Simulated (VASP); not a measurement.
Consider the following.

```
TaAs
1.0
    3.00001     0.00000     0.00000
   -1.50000     2.59808     0.00000
    0.00000     0.00000     9.27642
Ta As
2 2
Direct
  0.33333   0.66667   0.04740
  0.66667   0.33333   0.54740
  0.33333   0.66667   0.32760
  0.66667   0.33333   0.82760
```

Calculation: PBEsol GGA, VASP's PBE PAW potentials (set 64) (plane waves; VASP). Run with 400 eV cut-off, 11×11×3 Γ-centred mesh, first-order Methfessel-Paxton smearing of 0.10 eV, potentials Ta_pv As.

Unless said otherwise, spin-orbit coupling is left out, though it shifts the bands of the heavy elements here.

Task: What does the run give for the energy per atom (σ→0), band gap (on the k-mesh) with the smallest direct gap where there is one?

Result: 
| Item | Value |
|---|---|
| band gap (on the k-mesh) | none (metal, semimetal or under 0.01 eV) |
| energy per atom (σ→0) | -8.663 eV/atom |

The structure was generated: TaAs was put into the wurtzite type (P6_3mc), which need not be its known phase. It was relaxed first, which changed the volume by -51 %. The start is the result of an earlier pass.
